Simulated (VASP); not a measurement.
# Germanene and its bilayer, part 3 of 5

Aim: relax germanene, place its levels against the vacuum, then find how two sheets stack and bind.

VASP 6.6.1, plane waves and PAW; the level of theory is named at each step.

So far. Step 6 (The slab in a field, field 0.1): Energy at zero smearing: -5.31011 eV.

### Step 7. With spin-orbit coupling

This step: optB86b-vdW, spin-orbit coupling; plane waves and PAW (Ge) (VASP 6.6.1).

For heavy elements spin-orbit coupling shifts the highest filled levels.

INCAR reads:

```
SYSTEM = Ge
PREC = Normal
ENCUT = 350
EDIFF = 1E-06
NELM = 120
ISMEAR = 0
SIGMA = 0.03
LREAL = .FALSE.
ALGO = Fast
GGA = MK
AGGAC = 0
LUSE_VDW = .TRUE.
PARAM1 = 0.1234
PARAM2 = 1
LASPH = .TRUE.
LNONCOLLINEAR = .TRUE.
MAGMOM = 0 0 0 0 0 0
NBANDS = 20
GGA_COMPAT = .FALSE.
LSORBIT = .TRUE.
LWAVE = .FALSE.
LCHARG = .FALSE.
KPAR = 4
IDIPOL = 3
LDIPOL = .TRUE.
DIPOL = 0.5 0.5 0.5
```

POSCAR reads:

```
Ge
1.0
    4.0461999356      0.0000000000      0.0000000000
   -2.0230999678      3.5041119331      0.0000000000
    0.0000000000      0.0000000000     22.0000000000
Ge
2
Direct
    0.3333333333      0.6666666667      0.4838564851
    0.6666666667      0.3333333333      0.5161435149
```

KPOINTS reads:

```
Automatic mesh
0
Gamma
9 9 1
0 0 0
```

KPOINTS_OPT reads:

```
Line mode
14
Line-mode
Reciprocal
  0.00000000   0.00000000   0.00000000 GAMMA
  0.50000000   0.00000000   0.00000000 M

  0.50000000   0.00000000   0.00000000 M
  0.33333333   0.33333333   0.00000000 K

  0.33333333   0.33333333   0.00000000 K
  0.00000000   0.00000000   0.00000000 GAMMA
```

The projector-augmented-wave data sets are Ge (PBE family, release 64).

Started as:

```bash
$ mpirun -np 4 vasp_ncl
```

The program printed:

```text
[... set-up lines as in an earlier step ...]
 entering main loop
       N       E                     dE             d eps       ncg     rms          rms(c)
DAV:   1     0.413424272103E+02    0.41342E+02   -0.15319E+03   480   0.361E+02
DAV:   2    -0.320504796785E+00   -0.41663E+02   -0.37611E+02   708   0.770E+01
DAV:   3    -0.536018362243E+01   -0.50397E+01   -0.49815E+01   604   0.317E+01
DAV:   4    -0.548113410404E+01   -0.12095E+00   -0.12059E+00   720   0.614E+00
DAV:   5    -0.548336523071E+01   -0.22311E-02   -0.22290E-02   636   0.819E-01    0.265E+00
RMM:   6    -0.538710027676E+01    0.96265E-01   -0.47895E-02   502   0.103E+00    0.159E+00
RMM:   7    -0.532838018483E+01    0.58720E-01   -0.13168E-01   585   0.175E+00    0.221E-01
RMM:   8    -0.532814488716E+01    0.23530E-03   -0.68714E-03   649   0.577E-01    0.136E-01
RMM:   9    -0.532401500770E+01    0.41299E-02   -0.24814E-03   633   0.315E-01    0.509E-02
RMM:  10    -0.532382134711E+01    0.19366E-03   -0.50193E-04   675   0.128E-01    0.390E-02
RMM:  11    -0.532160726623E+01    0.22141E-02   -0.11728E-03   678   0.171E-01    0.302E-02
RMM:  12    -0.532157403163E+01    0.33235E-04   -0.30902E-04   661   0.896E-02    0.244E-02
RMM:  13    -0.532218311577E+01   -0.60908E-03   -0.21944E-04   691   0.946E-02    0.897E-03
RMM:  14    -0.532211018667E+01    0.72929E-04   -0.68866E-05   690   0.405E-02    0.112E-02
RMM:  15    -0.532214185634E+01   -0.31670E-04   -0.69453E-06   664   0.144E-02    0.495E-03
RMM:  16    -0.532230713579E+01   -0.16528E-03   -0.50906E-05   713   0.298E-02    0.135E-03
RMM:  17    -0.532233632831E+01   -0.29193E-04   -0.39226E-06   622   0.877E-03    0.821E-04
RMM:  18    -0.532238344512E+01   -0.47117E-04   -0.19183E-05   674   0.132E-02    0.429E-04
RMM:  19    -0.532238454018E+01   -0.10951E-05   -0.14093E-06   615   0.376E-03    0.314E-04
RMM:  20    -0.532238743326E+01   -0.28931E-05   -0.72658E-07   592   0.281E-03    0.149E-04
RMM:  21    -0.532238832285E+01   -0.88959E-06   -0.68994E-07   611   0.252E-03
   1 F= -.53223883E+01 E0= -.53220378E+01  d E =-.700991E-03  mag=     0.0000    -0.0000     0.0000
 Start KPOINTS_OPT (optional k-point list driver)
k-point batch [1-12\42]
       N       E                     dE             ncg
DAV:   1    -0.314999483135E+03   -0.10753E+04      488
DAV:   2    -0.699154204346E+03   -0.38415E+03      732
DAV:   3    -0.757852172576E+03   -0.58698E+02      596
DAV:   4    -0.759293910035E+03   -0.14417E+01      680
DAV:   5    -0.759322841913E+03   -0.28932E-01      640
DAV:   6    -0.759323914377E+03   -0.10725E-02      676
DAV:   7    -0.759323957715E+03   -0.43339E-04      672
DAV:   8    -0.759323959314E+03   -0.15983E-05      612
DAV:   9    -0.759323959351E+03   -0.36848E-07      472
[...]
k-point batch [37-42\42]
       N       E                     dE             ncg
DAV:   1     0.737391496995E+03   -0.28955E+03      240
DAV:   2     0.567171348047E+03   -0.17022E+03      400
DAV:   3     0.538518243556E+03   -0.28653E+02      316
DAV:   4     0.537844262187E+03   -0.67398E+00      344
DAV:   5     0.537830617841E+03   -0.13644E-01      304
DAV:   6     0.537829941551E+03   -0.67629E-03      328
DAV:   7     0.537829926533E+03   -0.15018E-04      336
DAV:   8     0.537829925680E+03   -0.85341E-06      268
```

The job ended after 2.7 min (4 MPI ranks of Intel Xeon 6975P-C (Granite Rapids), shared host; peak memory 3 GiB; 10 min of CPU time).

Parts of OUTCAR (step 7):

```text
   k-points           NKPTS =     12   k-points in BZ     NKDIM =     12   number of bands    NBANDS=     20

   NELECT =       8.0000    total number of electrons

 dipolmoment           0.000000      0.000000     -0.000000 electrons x Angstroem

 E-fermi :  -3.4245

 k-point     1 :       0.0000    0.0000    0.0000
  band No.  band energies     occupation
    ...
      4      -6.9778      1.00000
      5      -3.8888      1.00000
      6      -3.8888      1.00000
      7      -3.6932      1.00000
      8      -3.6932      1.00000
      9      -2.8869      0.00000
     10      -2.8869      0.00000
     11      -1.3287      0.00000
     12      -1.3287      0.00000
     13       0.3008      0.00000
    ...

Total vdW correction in eV:      1.8197080

  Total        0.0014012      0.0014012     -0.0065330      0.0000000      0.0000000      0.0000000
  in kB        0.0071974      0.0071974     -0.0335566      0.0000000      0.0000000      0.0000000
  external PRESSURE =      -0.0063873 kB  Pullay stress =       0.0000000 kB

 POSITION                                       TOTAL-FORCE (eV/Angst)
 -----------------------------------------------------------------------------------
     -0.00000      2.33607     10.64484         0.000000      0.000000     -0.001465
      2.02310      1.16804     11.35516        -0.000000      0.000000      0.001465
 -----------------------------------------------------------------------------------
    total drift:                                0.000000     -0.000000      0.000000

  FREE ENERGIE OF THE ION-ELECTRON SYSTEM (eV)
  ---------------------------------------------------
  free  energy   TOTEN  =        -5.3223883228 eV

  energy  without entropy=       -5.3216873317  energy(sigma->0) =       -5.32203783

Total vdW correction in eV:      1.8197083

 vacuum level on the upper side and lower side of the slab         1.156         1.156

 Spin-Orbit-Coupling matrix elements
 Ion:    1  E_soc:     -0.0133452
 Ion:    2  E_soc:     -0.0133452

[... 7 parts as in an earlier step ...]

[... 8 further parts left out ...]
```

This step gave:

```
free energy (TOTEN)               : -5.322 eV
energy at zero smearing           : -5.322 eV
metallic                          : no
least gap on mesh and path        : 0.02510 eV
least direct gap on mesh and path : 0.02510 eV
dipole moment                     : 0, 0, 0 e·Å
```

On-site spin-orbit energy by atom:

| atom | on-site spin-orbit energy (eV) |
| --- | --- |
| Ge1 | -0.0133 |
| Ge2 | -0.0133 |

The electronic bands at the labelled points (eV, zero at the valence-band top; v1 is the highest filled band, c1 the lowest empty one):

| point | v4 | v3 | v2 | v1 | c1 | c2 | c3 | c4 |
| --- | --- | --- | --- | --- | --- | --- | --- | --- |
| Γ | -0.45 | -0.45 | -0.26 | -0.26 | 0.55 | 0.55 | 2.11 | 2.11 |
| 0.54 of the way | -2.01 | -2.01 | -1.35 | -1.35 | 1.71 | 1.71 | 2.28 | 2.28 |
| M | -1.87 | -1.87 | -1.14 | -1.14 | 0.69 | 0.69 | 1.73 | 1.73 |
| 0.46 of the way | -2.86 | -2.86 | -0.74 | -0.74 | 0.60 | 0.60 | 3.19 | 3.19 |
| K | -3.59 | -3.59 | 0.00 | 0.00 | 0.03 | 0.03 | 4.35 | 4.35 |
| 0.54 of the way | -1.96 | -1.96 | -1.78 | -1.78 | 2.10 | 2.10 | 3.20 | 3.20 |
| Γ | -0.45 | -0.45 | -0.26 | -0.26 | 0.55 | 0.55 | 2.11 | 2.11 |

The path shows a direct gap of 0.03 eV (valence top at K, conduction bottom at K).

### Step 8. A rigid stacking

This step: optB86b-vdW; plane waves and PAW (Ge) (VASP 6.6.1).

System of this step: bilayer of germanene. The cell holds 4 atoms: 4 Ge. Its edges and angles: a = 4.046 Å, b = 4.046 Å, c = 21.521 Å, α = 90.0°, β = 90.0°, γ = 120.0°. upper sheet same orientation, shifted by (0.00, 0.00). Vacuum lies along c.

Two rigid sheets are set at a typed distance in several high-symmetry stackings, to find where to start. The upper sheet is shifted or turned in the plane and never flipped over.

INCAR reads:

```
SYSTEM = Ge
PREC = Normal
ENCUT = 350
EDIFF = 1E-05
NELM = 120
ISMEAR = 0
SIGMA = 0.03
LREAL = .FALSE.
ALGO = Fast
GGA = MK
AGGAC = 0
LUSE_VDW = .TRUE.
PARAM1 = 0.1234
PARAM2 = 1
LASPH = .TRUE.
NBANDS = 14
LORBIT = 11
LWAVE = .FALSE.
LCHARG = .FALSE.
KPAR = 4
IDIPOL = 3
LDIPOL = .TRUE.
DIPOL = 0.5 0.5 0.5
```

POSCAR reads:

```
Ge
1.0
    4.0461999356      0.0000000000      0.0000000000
   -2.0230999678      3.5041119331      0.0000000000
    0.0000000000      0.0000000000     21.5206293112
Ge
4
Direct
    0.3333333300      0.6666666700      0.3949698600
    0.6666666700      0.3333333300      0.4279760800
    0.3333333300      0.6666666700      0.5720239200
    0.6666666700      0.3333333300      0.6050301400
```

KPOINTS is that of step 7.

Started as:

```bash
$ mpirun -np 4 vasp_std
```

The program printed:

```text
[banner, memory and clock lines left out]
running    4 mpi-ranks, on    1 nodes
 distrk:  each k-point on    1 cores,    4 groups
 distr:  one band on    1 cores,    1 groups

 POSCAR found type information on POSCAR Ge
 POSCAR found :  1 types and       4 ions
 [... a notice as in an earlier step ...]

 [... a notice as in an earlier step ...]

 LDA part: xc-table for (Slater+PW92), standard interpolation
 POSCAR, INCAR and KPOINTS ok, starting setup
 FFT: planning ... GRIDC
 FFT: planning ... GRID_SOFT
 FFT: planning ... GRID
 WAVECAR not read
 entering main loop
       N       E                     dE             d eps       ncg     rms          rms(c)
DAV:   1     0.774175908165E+02    0.77418E+02   -0.37981E+03   336   0.575E+02
DAV:   2    -0.312387064672E+01   -0.80541E+02   -0.75905E+02   502   0.113E+02
DAV:   3    -0.109581172421E+02   -0.78342E+01   -0.77168E+01   432   0.414E+01
DAV:   4    -0.111406924202E+02   -0.18258E+00   -0.18201E+00   434   0.764E+00
DAV:   5    -0.111451647768E+02   -0.44724E-02   -0.44711E-02   454   0.114E+00    0.370E+00
RMM:   6    -0.109889240734E+02    0.15624E+00   -0.86473E-02   345   0.140E+00    0.222E+00
RMM:   7    -0.109061034458E+02    0.82821E-01   -0.22493E-01   406   0.230E+00    0.200E-01
RMM:   8    -0.109059343276E+02    0.16912E-03   -0.15123E-02   410   0.776E-01    0.124E-01
RMM:   9    -0.109039714043E+02    0.19629E-02   -0.48761E-03   423   0.381E-01    0.374E-02
RMM:  10    -0.109034661426E+02    0.50526E-03   -0.12513E-03   445   0.158E-01    0.265E-02
RMM:  11    -0.109022483951E+02    0.12177E-02   -0.11413E-03   442   0.109E-01    0.178E-02
RMM:  12    -0.109022091400E+02    0.39255E-04   -0.17118E-04   395   0.533E-02    0.968E-03
RMM:  13    -0.109019069556E+02    0.30218E-03   -0.11465E-04   356   0.554E-02    0.516E-03
RMM:  14    -0.109019044794E+02    0.24762E-05   -0.20664E-05   337   0.188E-02
   1 F= -.10901904E+02 E0= -.10901737E+02  d E =-.334716E-03
```

Elapsed: 36 s, on 4 MPI ranks; peak memory 1.7 GiB.

Parts of OUTCAR (step 8):

```text
   k-points           NKPTS =     12   k-points in BZ     NKDIM =     12   number of bands    NBANDS=     14

   ENCUT  =  350.0 eV  25.72 Ry    5.07 a.u.   6.17  6.17 32.83*2*pi/ulx,y,z

   NELECT =      16.0000    total number of electrons

 E-fermi :  -2.4120

 k-point     1 :       0.0000    0.0000    0.0000
  band No.  band energies     occupation
    ...
      4      -5.1671      2.00000
      5      -2.8578      2.00000
      6      -2.8578      2.00000
      7      -2.5961      2.00000
      8      -2.5961      2.00000
      9      -1.8729      0.00000
     10      -1.8344      0.00000
     11      -0.1708      0.00000
     12       1.3829      0.00000
     13       1.3847      0.00000
    ...

Total vdW correction in eV:      3.1621684

  Total        0.6194094      0.6194094     -0.7193366      0.0000000     -0.0000000      0.0000000
  in kB        3.2524311      3.2524311     -3.7771346      0.0000000     -0.0000000      0.0000000
  external PRESSURE =       0.9092426 kB  Pullay stress =       0.0000000 kB

 POSITION                                       TOTAL-FORCE (eV/Angst)
 -----------------------------------------------------------------------------------
     -0.00000      2.33607      8.50000         0.000000     -0.000000     -0.150412
      2.02310      1.16804      9.21031         0.000000     -0.000000      0.448744
     -0.00000      2.33607     12.31031        -0.000000      0.000000     -0.448744
      2.02310      1.16804     13.02063         0.000000      0.000000      0.150412
 -----------------------------------------------------------------------------------
    total drift:                                0.000000     -0.000000      0.000000

  FREE ENERGIE OF THE ION-ELECTRON SYSTEM (eV)
  ---------------------------------------------------
  free  energy   TOTEN  =       -10.9019044794 eV

  energy  without entropy=      -10.9015697638  energy(sigma->0) =      -10.90173712

Total vdW correction in eV:      3.1623324

 vacuum level on the upper side and lower side of the slab         1.563         1.563

[... 2 parts as in an earlier step ...]

[... 14 further parts left out ...]
```

The gap is read on the k-mesh alone, so it is an upper bound where the band edges lie off the mesh.

Numbers from this step:

```yaml
electronic_cycles: 14
electrons: 16
free_energy_toten: -10.90 eV
energy_at_zero_smearing: -10.90 eV
fermi_energy: -2.412 eV
gap_on_the_k_mesh: 0.09200 eV
least_direct_gap_on_the_k_mesh: 0.1663 eV
```

Force by atom:

| atom | x (eV/Å) | y (eV/Å) | z (eV/Å) | size |
| --- | --- | --- | --- | --- |
| Ge1 | 0.000 | 0.000 | -0.150 | 0.150 |
| Ge2 | 0.000 | 0.000 | 0.449 | 0.449 |
| Ge3 | 0.000 | 0.000 | -0.449 | 0.449 |
| Ge4 | 0.000 | 0.000 | 0.150 | 0.150 |

Energy at zero smearing: -10.90174 eV.

### Step 9. A rigid stacking

INCAR is that of step 8.

Edit POSCAR of step 8 so:

```diff
@@ -10,3 +10,3 @@
     0.6666666700      0.3333333300      0.4279760800
-    0.3333333300      0.6666666700      0.5720239200
-    0.6666666700      0.3333333300      0.6050301400
+    0.6666666700      0.3333333300      0.5720239200
+    0.0000000000      1.0000000000      0.6050301400
```

KPOINTS is that of step 8.

Started as:

```bash
$ mpirun -np 4 vasp_std
```

The program printed:

```text
[... set-up lines as in an earlier step ...]
 entering main loop
       N       E                     dE             d eps       ncg     rms          rms(c)
DAV:   1     0.773005657576E+02    0.77301E+02   -0.37947E+03   336   0.576E+02
DAV:   2    -0.399388021620E+01   -0.81294E+02   -0.77113E+02   554   0.114E+02
DAV:   3    -0.112931457755E+02   -0.72993E+01   -0.72075E+01   414   0.404E+01
DAV:   4    -0.114559184135E+02   -0.16277E+00   -0.16244E+00   486   0.716E+00
[...]
RMM:  14    -0.112148212612E+02   -0.20842E-04   -0.43027E-05   354   0.310E-02    0.214E-03
RMM:  15    -0.112148576609E+02   -0.36400E-04   -0.17937E-05   340   0.145E-02    0.892E-04
RMM:  16    -0.112148631100E+02   -0.54491E-05   -0.10981E-05   309   0.941E-03
   1 F= -.11214863E+02 E0= -.11214445E+02  d E =-.835836E-03
```

Wall time 43 s (4 MPI ranks); peak memory 1.6 GiB.

From OUTCAR (step 9):

```text
  Total        0.4728465      0.4728465     -1.1954421      0.0000000     -0.0000000      0.0000000
  in kB        2.4828498      2.4828498     -6.2770970      0.0000000     -0.0000000      0.0000000
  external PRESSURE =      -0.4371325 kB  Pullay stress =       0.0000000 kB

 POSITION                                       TOTAL-FORCE (eV/Angst)
 -----------------------------------------------------------------------------------
     -0.00000      2.33607      8.50000        -0.000000     -0.000000     -0.116101
      2.02310      1.16804      9.21031         0.000000     -0.000000      0.550498
      2.02310      1.16804     12.31031        -0.000000      0.000000     -0.550498
      0.00000      0.00000     13.02063         0.000000      0.000000      0.116101
 -----------------------------------------------------------------------------------
    total drift:                               -0.000002      0.000001     -0.000044

  FREE ENERGIE OF THE ION-ELECTRON SYSTEM (eV)
  ---------------------------------------------------
  free  energy   TOTEN  =       -11.2148631100 eV

  energy  without entropy=      -11.2140272736  energy(sigma->0) =      -11.21444519

[... 2 parts as in an earlier step ...]

[... 1 further part left out ...]
[key lines of the parts left out:]
E-fermi :  -2.3225
```

Energy at zero smearing: -11.21445 eV.

### Step 10. A rigid stacking

INCAR is that of step 9.

Edit POSCAR of step 9 so:

```diff
@@ -10,3 +10,3 @@
     0.6666666700      0.3333333300      0.4279760800
-    0.6666666700      0.3333333300      0.5720239200
-    0.0000000000      1.0000000000      0.6050301400
+    1.0000000000      0.0000000000      0.5720239200
+    0.3333333300      0.6666666700      0.6050301400
```

KPOINTS is that of step 9.

Started as:

```bash
$ mpirun -np 4 vasp_std
```

The program printed:

```text
[... set-up lines as in an earlier step ...]
 entering main loop
       N       E                     dE             d eps       ncg     rms          rms(c)
DAV:   1     0.773397005460E+02    0.77340E+02   -0.38012E+03   336   0.576E+02
DAV:   2    -0.338259742780E+01   -0.80722E+02   -0.76182E+02   516   0.114E+02
DAV:   3    -0.110196959589E+02   -0.76371E+01   -0.75538E+01   444   0.413E+01
DAV:   4    -0.111944734332E+02   -0.17478E+00   -0.17453E+00   460   0.750E+00
[...]
RMM:  12    -0.109411293545E+02    0.74667E-04   -0.20243E-04   407   0.622E-02    0.864E-03
RMM:  13    -0.109408266572E+02    0.30270E-03   -0.11618E-04   367   0.560E-02    0.300E-03
RMM:  14    -0.109408356998E+02   -0.90426E-05   -0.35831E-05   351   0.287E-02
   1 F= -.10940836E+02 E0= -.10940418E+02  d E =-.835836E-03
```

Elapsed: 38 s, on 4 MPI ranks; peak memory 1.7 GiB.

From OUTCAR (step 10):

```text
  Total        0.0172696      0.0172696     -0.0625688      0.0000000      0.0000000     -0.0000000
  in kB        0.0906800      0.0906800     -0.3285400      0.0000000      0.0000000     -0.0000000
  external PRESSURE =      -0.0490600 kB  Pullay stress =       0.0000000 kB

 POSITION                                       TOTAL-FORCE (eV/Angst)
 -----------------------------------------------------------------------------------
     -0.00000      2.33607      8.50000        -0.000000      0.000000     -0.094514
      2.02310      1.16804      9.21031         0.000000      0.000000      0.155847
      0.00000      0.00000     12.31031        -0.000000     -0.000000     -0.155847
     -0.00000      2.33607     13.02063         0.000000     -0.000000      0.094514
 -----------------------------------------------------------------------------------
    total drift:                                0.000001     -0.000001     -0.000022

  FREE ENERGIE OF THE ION-ELECTRON SYSTEM (eV)
  ---------------------------------------------------
  free  energy   TOTEN  =       -10.9408356998 eV

  energy  without entropy=      -10.9399998634  energy(sigma->0) =      -10.94041778

[... 2 parts as in an earlier step ...]

[... 1 further part left out ...]
[key lines of the parts left out:]
E-fermi :  -2.3645
```

Energy at zero smearing: -10.94042 eV.

(Part 3 of 5 ends here.)

[Lines on the potential files, build, host, timing and source positions are cut from VASP's logs without a mark.]

[Logs are printed without paths, hosts, clocks, repeated set-up lines and the standing remarks that a program may print on its own settings, such as how far it seeks lower states.]

[Hosts, paths, dates, database ids (printed as entryN), source tags and the programs' standing remarks are cut or masked in the printed files.]

[Runs that stopped without an error message from VASP are left out.]
